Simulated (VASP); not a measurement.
Given:

```
GeS
1.0
    3.65787     0.00000     0.00000
    0.00000     4.15524     0.00000
    0.00000     0.00000    10.31569
Ge S
4 4
Direct
  0.25000   0.38206   0.37996
  0.25000   0.11794   0.87996
  0.75000   0.61794   0.62004
  0.75000   0.88206   0.12004
  0.25000   0.49747   0.14810
  0.25000   0.00253   0.64810
  0.75000   0.50253   0.85190
  0.75000   0.99747   0.35190
```

The numbers are results of PBEsol GGA, VASP's PBE PAW potentials (set 64) (plane waves; VASP 6.6.1), not measurements. Run with 400 eV cut-off, Gaussian smearing of 0.050 eV, potentials Ge_d S.

Task: Give the energies of bands 34 to 47 at the high-symmetry points, in eV from the valence-band maximum.

Result: 
| band | Γ | X | S | Y | Z | U | R | T |
|---|---|---|---|---|---|---|---|---|
| 34 | -3.32 | -3.39 | -2.61 | -2.85 | -2.28 | -2.62 | -4.44 | -4.19 |
| 35 | -2.46 | -2.35 | -2.61 | -2.28 | -1.68 | -2.29 | -4.44 | -3.74 |
| 36 | -2.16 | -2.35 | -2.61 | -2.28 | -1.68 | -2.29 | -4.44 | -3.74 |
| 37 | -1.75 | -2.06 | -1.49 | -1.36 | -0.96 | -0.71 | -1.61 | -2.48 |
| 38 | -1.02 | -2.06 | -1.49 | -1.36 | -0.96 | -0.71 | -1.61 | -2.48 |
| 39 | -0.91 | -0.48 | -1.49 | -1.15 | -0.22 | -0.24 | -1.61 | -1.61 |
| 40 | -0.18 | -0.48 | -1.49 | -1.15 | -0.22 | -0.24 | -1.61 | -1.61 |
| 41 | 0.82 | 2.33 | 1.74 | 1.29 | 1.56 | 1.49 | 2.68 | 3.10 |
| 42 | 2.57 | 2.33 | 1.74 | 1.29 | 1.56 | 1.49 | 2.68 | 3.10 |
| 43 | 2.74 | 2.64 | 1.74 | 1.61 | 2.32 | 2.36 | 2.68 | 3.36 |
| 44 | 3.05 | 2.64 | 1.74 | 1.61 | 2.32 | 2.36 | 2.68 | 3.36 |
| 45 | 3.15 | 3.99 | 2.37 | 2.02 | 2.49 | 2.40 | 5.09 | 5.02 |
| 46 | 3.59 | 3.99 | 2.37 | 2.02 | 2.49 | 2.40 | 5.09 | 5.02 |
| 47 | 3.89 | 4.19 | 2.37 | 2.77 | 2.82 | 3.66 | 5.09 | 5.07 |

The gap is indirect, 0.82 eV, from the valence maximum at Γ-Z at 0.67 to the conduction minimum at Γ.

Measured: gap 1.65 eV (computed value off by -0.83 eV), as given by M. J. van Setten et al., Physical Review B (2017), arXiv:1709.07349.

The compound is GeS in the sg62 structure. It was relaxed first.
